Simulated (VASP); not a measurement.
# BeZn2Te3 (P6/mmm) in VASP: a series of runs

One crystal, BeZn2Te3, is run at these levels: PBE; tasks: relaxation of cell and atoms.

All numbers are computed with VASP 6.6.1; they aren't measurements. Logs are shortened: lines on timing, memory, paths and dates and some standing lists are left out, and cuts for length are marked.

### 1 Starting point

Symmetry: P6/mmm, No. 191, hexagonal system. The conventional cell has a = 6.589 Å, b = 6.589 Å, c = 3.448 Å, α = 90.00°, β = 90.00°, γ = 120.00°. Be (site symmetry 6/mmm) has 2 Be at 3.45 Å and 12 Te at 3.72 Å and 6 Zn at 3.80 Å as nearest neighbours. Zn (site symmetry -6m2) has 6 Te at 2.57 Å as nearest neighbours. Te (site symmetry mmm) is surrounded by 4 Zn at 2.57 Å.

The cell was built by a generator and needn't be a form met in nature.

### 2 Relaxation of cell and atoms, PBE

INCAR reads:

```
PREC = Normal
ENCUT = 520
EDIFF = 1E-4
ISMEAR = 0
SIGMA = 0.15
LREAL = False
LASPH = True
NELM = 60
ALGO = Fast
ISIF = 3
LWAVE = False
LCHARG = False
GGA = PE
IBRION = 2
NSW = 24
EDIFFG = -0.08
```

KPOINTS reads:

```
Automatic mesh
0
Gamma
  3 3 4
```

POSCAR reads:

```
BeZn2Te3
1.0
    6.5887640200      0.0000000000      0.0000000000
   -3.2943820100      5.7060370200      0.0000000000
    0.0000000000      0.0000000000      3.4483820800
Be Zn Te
1 2 3
Direct
    0.0000000000      0.0000000000      0.0000000000
    0.3333333300      0.6666666700      0.0000000000
    0.6666666700      0.3333333300      0.0000000000
    0.5000000000      0.0000000000      0.5000000000
    0.5000000000      0.5000000000      0.5000000000
    0.0000000000      0.5000000000      0.5000000000
```

Potentials or basis: VASP PAW PBE potentials, release 64 (Be, Zn, Te).

Run with:

```bash
$ cat potpaw_PBE.64/Be/POTCAR potpaw_PBE.64/Zn/POTCAR potpaw_PBE.64/Te/POTCAR > POTCAR
$ mpirun -np 1 vasp_std > vasp.out
```

OUTCAR:

```text
PREC = Normal
   ENCUT = 520
   EDIFF = 1E-4
   ISMEAR = 0
   LREAL = False
   LASPH = True
   NELM = 60
   ISIF = 3
   GGA = PE
   IBRION = 2
   NSW = 24
   EDIFFG = -0.08

 ion  position               nearest neighbor table
   1  0.000  0.000  0.000-
   2  0.333  0.667  0.000-   4 2.57   4 2.57   6 2.57   6 2.57   5 2.57   5 2.57
   3  0.667  0.333  0.000-   4 2.57   4 2.57   6 2.57   6 2.57   5 2.57   5 2.57
   4  0.500  0.000  0.500-   2 2.57   3 2.57   2 2.57   3 2.57   5 3.29   6 3.29   5 3.29   6 3.29

   5  0.500  0.500  0.500-   2 2.57   3 2.57   2 2.57   3 2.57   4 3.29   4 3.29   6 3.29   6 3.29

   6  0.000  0.500  0.500-   2 2.57   3 2.57   2 2.57   3 2.57   4 3.29   4 3.29   5 3.29   5 3.29

  LATTYP: Found a hexagonal cell.
 ALAT       =     6.5887640200
 C/A-ratio  =     0.5233731349

  Lattice vectors:

 A1 = (   6.5887640200,   0.0000000000,   0.0000000000)
 A2 = (  -3.2943820100,   5.7060370200,   0.0000000000)
 A3 = (   0.0000000000,   0.0000000000,   3.4483820800)

Analysis of symmetry for initial positions (statically):
=====================================================================
 Subroutine PRICEL returns:
 Original cell was already a primitive cell.

 Routine SETGRP: Setting up the symmetry group for a
 hexagonal supercell.

 Subroutine GETGRP returns: Found 24 space group operations
 (whereof 24 operations were pure point group operations)
 out of a pool of 24 trial point group operations.

The static configuration has the point symmetry D_6h.

Analysis of symmetry for dynamics (positions and initial velocities):
=====================================================================
 Subroutine PRICEL returns:
 Original cell was already a primitive cell.

 Routine SETGRP: Setting up the symmetry group for a
 hexagonal supercell.

 Subroutine GETGRP returns: Found 24 space group operations
 (whereof 24 operations were pure point group operations)
 out of a pool of 24 trial point group operations.

The dynamic configuration has the point symmetry D_6h.

 Subroutine INISYM returns: Found 24 space group operations
 (whereof 24 operations are pure point group operations),
 and found     1 'primitive' translations

----------------------------------------------------------------------------------------

                                     Primitive cell

  volume of cell :     129.6444

  direct lattice vectors                    reciprocal lattice vectors
     6.588764020  0.000000000  0.000000000     0.151773534  0.087626491  0.000000000
    -3.294382010  5.706037020  0.000000000     0.000000000  0.175252981  0.000000000
     0.000000000  0.000000000  3.448382080     0.000000000  0.000000000  0.289991067

  length of vectors
     6.588764020  6.588764019  3.448382080     0.175252981  0.175252981  0.289991067

  position of ions in fractional coordinates (direct lattice)
     0.000000000  0.000000000  0.000000000
     0.333333330  0.666666670  0.000000000
     0.666666670  0.333333330  0.000000000
     0.500000000  0.000000000  0.500000000
     0.500000000  0.500000000  0.500000000
     0.000000000  0.500000000  0.500000000

  ion indices of the primitive-cell ions
   primitive index   ion index
                 1           1
                 2           2
                 3           3
                 4           4
                 5           5
                 6           6

----------------------------------------------------------------------------------------

 KPOINTS: Automatic mesh

Automatic generation of k-mesh.
 Grid dimensions read from file:
 generate k-points for:    3    3    4

 Generating k-lattice:

  Cartesian coordinates                     Fractional coordinates (reciprocal lattice)
     0.050591178  0.029208830  0.000000000     0.333333333  0.000000000  0.000000000
     0.000000000  0.058417660  0.000000000     0.000000000  0.333333333  0.000000000
     0.000000000  0.000000000  0.072497767     0.000000000  0.000000000  0.250000000

  Length of vectors
     0.058417660  0.058417660  0.072497767

  Shift w.r.t. Gamma in fractional coordinates (k-lattice)
     0.000000000  0.000000000  0.000000000

 Subroutine IBZKPT returns following result:
 ===========================================

 Found      9 irreducible k-points:

 Following reciprocal coordinates:
            Coordinates               Weight
  0.000000  0.000000  0.000000      1.000000
  0.333333  0.000000  0.000000      6.000000
  0.333333  0.333333  0.000000      2.000000
  0.000000  0.000000  0.250000      2.000000
  0.333333  0.000000  0.250000     12.000000
  0.333333  0.333333  0.250000      4.000000
  0.000000  0.000000  0.500000      1.000000
  0.333333  0.000000  0.500000      6.000000
  0.333333  0.333333  0.500000      2.000000
   k-points           NKPTS =      9   k-points in BZ     NKDIM =      9   number of bands    NBANDS=     26
   number of dos      NEDOS =    301   number of ions     NIONS =      6
   total plane-waves  NPLWV =  32000
   dimension x,y,z NGX =    40 NGY =   40 NGZ =   20
   dimension x,y,z NGXF=    80 NGYF=   80 NGZF=   40
   ions per type =               1   2   3
   NGX,Y,Z   is equivalent  to a cutoff of  10.09, 10.09,  9.64 a.u.
   NGXF,Y,Z  is equivalent  to a cutoff of  20.19, 20.19, 19.28 a.u.
 SYSTEM =  unknown system
   PREC   = normal    normal or accurate (medium, high low for compatibility)
   ISTART =      0    job   : 0-new  1-cont  2-samecut
   ICHARG =      2    charge: 1-file 2-atom 10-const
   ISPIN  =      1    spin polarized calculation?
   LNONCOLLINEAR =      F non collinear calculations
   LSORBIT =      F    spin-orbit coupling
   LASPH  =      T    aspherical Exc in radial PAW
   ENCUT  =  520.0 eV  38.22 Ry    6.18 a.u.  12.25 12.25  6.41*2*pi/ulx,y,z
   NELM   =     60;   NELMIN=  2; NELMDL= -5     # of ELM steps
   EDIFF  = 0.1E-03   stopping-criterion for ELM
   LREAL  =      F    real-space projection
   EDIFFG = -.8E-01   stopping-criterion for IOM
   NSW    =     24    number of steps for IOM
   IBRION =      2    ionic relax: 0-MD 1-quasi-New 2-CG
   NFREE  =      1    steps in history (QN), initial steepest desc. (CG)
   ISIF   =      3    stress and relaxation
   ISYM   =      2    0-nonsym 1-usesym 2-fastsym
   POTIM  = 0.5000    time-step for ionic-motion
   TEBEG  =    0.0;   TEEND  =   0.0 temperature during run
   PSTRESS=    0.0 pullay stress
   NELECT =      44.0000    total number of electrons
   NUPDOWN=      -1.0000    fix difference up-down
   EMIN   =  10.00;   EMAX   =-10.00  energy-range for DOS
   EFERMI =   0.00;   METHOD = LEGACY
   ISMEAR =     0;   SIGMA  =   0.15  broadening in eV -4-tet -1-fermi 0-gaus
   EFERMI_NEDOS =   21; number of points for ismear=-14 and -15
   IALGO  =     68    algorithm
   IMIX   =      4    mixing-type and parameters
     AMIX     =   0.40;   BMIX     =  1.00
     AMIX_MAG =   1.60;   BMIX_MAG =  1.00
  volume/ion in A,a.u.               =      21.61       145.81
  Fermi-wavevector in a.u.,A,eV,Ry     =   1.141934  2.157943 17.742184  1.304014
  Thomas-Fermi vector in A             =   2.278633
   LORBIT       =      0    0 simple, 1 ext, 2 COOP (PROOUT), +10 PAW based schemes
   GGA     = PE    functional components
   LHFCALC =     F    Hartree Fock is set to
   AEXX    =    0.0000 exact exchange contribution
   IVDW    =     0    specifies the selected vdW correction
   LEPSILON=     F    determine dielectric tensor
   LRPA    =     F    only Hartree local field effects (RPA)
 conjugate gradient relaxation of ions
 non-spin polarized calculation
 RMM-DIIS sequential band-by-band and
 Gauss-broadening in eV      SIGMA  =   0.15
  energy-cutoff  :      520.00
  volume of cell :      129.64
 maximum number of plane-waves:      3523
   NGX = 25   NGY = 25   NGZ = 13

--------------------------------------- Ionic step        1  -------------------------------------------

 number of electron      43.9999983 magnetization

 Free energy of the ion-electron system (eV)
  ---------------------------------------------------
  ext. energy  EPLUGINS =         0.00000000
  ---------------------------------------------------
  free energy    TOTEN  =        -9.58879706 eV

  energy without entropy =       -9.55413455  energy(sigma->0) =       -9.57146580

 E-fermi :   6.4628     XC(G=0): -10.0693

 val. band max:        6.3935390841   @ k =   0.3333   0.0000   0.0000
 cond. band min:       6.4950569645   @ k =   0.3333   0.3333   0.2500
 fundamental gap:      0.1015178804
 Fermi energy:         6.4627899671

 k-point     1 :       0.0000    0.0000    0.0000
  band No.  band energies     occupation
      1      -8.3036      2.00000
      2      -5.6409      2.00000
      3      -5.6409      2.00000
      4      -3.4292      2.00000
      5      -1.9180      2.00000
      6      -1.9180      2.00000
[... 18 lines left out ...]
     25      10.4571      0.00000
     26      10.4845      0.00000
[... 292 lines left out ...]
 POSITION                                       TOTAL-FORCE (eV/Angst)
 -----------------------------------------------------------------------------------
      7.33385      0.00000      0.00000         0.000000     -0.000000      0.000000
     -0.00000      4.23420     -0.00000         0.000000      0.000000      0.000000
      3.66693      2.11710     -0.00000        -0.000000      0.000000     -0.000000
      3.66693      0.00000      1.99852         0.000000      0.000000      0.000000
      1.83346      3.17565      1.99852         0.000000     -0.000000      0.000000
      5.50039      3.17565      1.99852         0.000000     -0.000000      0.000000
 -----------------------------------------------------------------------------------
    total drift:                                0.000000     -0.000000      0.000000

  FREE ENERGIE OF THE ION-ELECTRON SYSTEM (eV)
  ---------------------------------------------------
  free  energy   TOTEN  =       -11.5435183563 eV

  energy  without entropy=      -11.4994785699  energy(sigma->0) =      -11.52149846

--------------------------------------- Ionic step        3  -------------------------------------------

 number of electron      43.9999852 magnetization

 Free energy of the ion-electron system (eV)
  ---------------------------------------------------
  ext. energy  EPLUGINS =         0.00000000
  ---------------------------------------------------
  free energy    TOTEN  =       -11.67200699 eV

  energy without entropy =      -11.63263281  energy(sigma->0) =      -11.65231990

 E-fermi :   3.5503     XC(G=0):  -8.8813

 val. band max:        3.5308790382   @ k =   0.0000   0.0000   0.0000
 cond. band min:       3.6190243589   @ k =   0.3333   0.3333   0.5000
 fundamental gap:      0.0881453206
 Fermi energy:         3.5503374981

 k-point     1 :       0.0000    0.0000    0.0000
  band No.  band energies     occupation
      1      -9.1182      2.00000
      2      -7.4071      2.00000
      3      -7.4071      2.00000
      4      -4.3097      2.00000
      5      -3.8303      2.00000
      6      -3.8303      2.00000
[... 18 lines left out ...]
     25       7.1814      0.00000
     26       7.1904      0.00000
[... 252 lines left out ...]
 POSITION                                       TOTAL-FORCE (eV/Angst)
 -----------------------------------------------------------------------------------
      0.00000      0.00000      0.00000        -0.000000     -0.000000      0.000000
     -0.00000      4.13032     -0.00000        -0.000000     -0.000000      0.000000
      3.57696      2.06516      3.86455         0.000000      0.000000     -0.000000
      3.57696      0.00000      1.93228        -0.000000     -0.000000      0.000000
      1.78848      3.09774      1.93228        -0.000000     -0.000000      0.000000
     -1.78848      3.09774      1.93228        -0.000000     -0.000000      0.000000
 -----------------------------------------------------------------------------------
    total drift:                                0.000000     -0.000000      0.000000

  FREE ENERGIE OF THE ION-ELECTRON SYSTEM (eV)
  ---------------------------------------------------
  free  energy   TOTEN  =       -11.6720069860 eV

  energy  without entropy=      -11.6326328142  energy(sigma->0) =      -11.65231990

 reached required accuracy - stopping structural energy minimisation
```

Wall time 47 s (1 thread of Intel Xeon Platinum 8488C (Sapphire Rapids), shared host); peak memory 0.2 GiB.

What came out:

| Quantity | Value |
| --- | --- |
| Free energy | -11.6720 eV |
| Relaxed volume | 28.55 Å³/atom |
| Relaxed cell | a = 7.154 Å, b = 7.154 Å, c = 3.865 Å, α = 90.00°, β = 90.00°, γ = 120.00° |
| Space group after relaxing (to 0.05 Å) | P6/mmm (No. 191) |
| Energy gained by relaxing | 347.2 meV/atom |
| Ionic steps | 3 |
| Pressure after relaxing | -0.2 GPa |
| Band gap on the k mesh | none (metal or under the smearing width) |

Stress tensor (GPa, compression positive):
```
-0.30  0.00  0.00
 0.00 -0.30  0.00
 0.00  0.00  0.02
```

The path:
```csv
step,energy change (eV),largest force (eV/Å),pressure (GPa),volume (Å³)
1,0.0000,0.0000,19.74,129.64
2,-1.9547,0.0000,-2.12,186.18
3,-2.0832,0.0000,-0.19,171.28
```

Final structure:
```cif
data_structure
_symmetry_space_group_name_H-M 'P 1'
_symmetry_Int_Tables_number 1
_cell_length_a 7.1539
_cell_length_b 7.1539
_cell_length_c 3.8646
_cell_angle_alpha 90.000
_cell_angle_beta 90.000
_cell_angle_gamma 120.000
_cell_volume 171.28
loop_
_atom_site_label
_atom_site_type_symbol
_atom_site_fract_x
_atom_site_fract_y
_atom_site_fract_z
_atom_site_occupancy
Be1 Be 0.00000 0.00000 0.00000 1
Zn1 Zn 0.33333 0.66667 0.00000 1
Zn2 Zn 0.66667 0.33333 0.00000 1
Te1 Te 0.50000 0.00000 0.50000 1
Te2 Te 0.50000 0.50000 0.50000 1
Te3 Te 0.00000 0.50000 0.50000 1
```

Levels at points of the mesh, in eV from the Fermi level:
| k point | band 18 | band 19 | band 20 | band 21 | band 22 | band 23 | band 24 | band 25 | band 26 |
| --- | --- | --- | --- | --- | --- | --- | --- | --- | --- |
| (0.00, 0.00, 0.00) | -1.69 | -0.18 | -0.02 | -0.02 | 0.22 | 0.23 | 0.23 | 3.63 | 3.64 |
| (0.00, 0.00, 0.50) | -2.83 | -2.48 | -2.48 | -0.18 | 0.76 | 1.03 | 1.12 | 1.17 | 1.17 |

Caveat: the k mesh is coarse (spacing up to 0.46 Å⁻¹), so the values aren't converged; the volume moved by over 15 % at a fixed basis, so the end points are rough; the relaxation stopped at a loose force limit of 0.08 eV/Å, so its end isn't a converged minimum.

(Continued in part 2 of 2.)
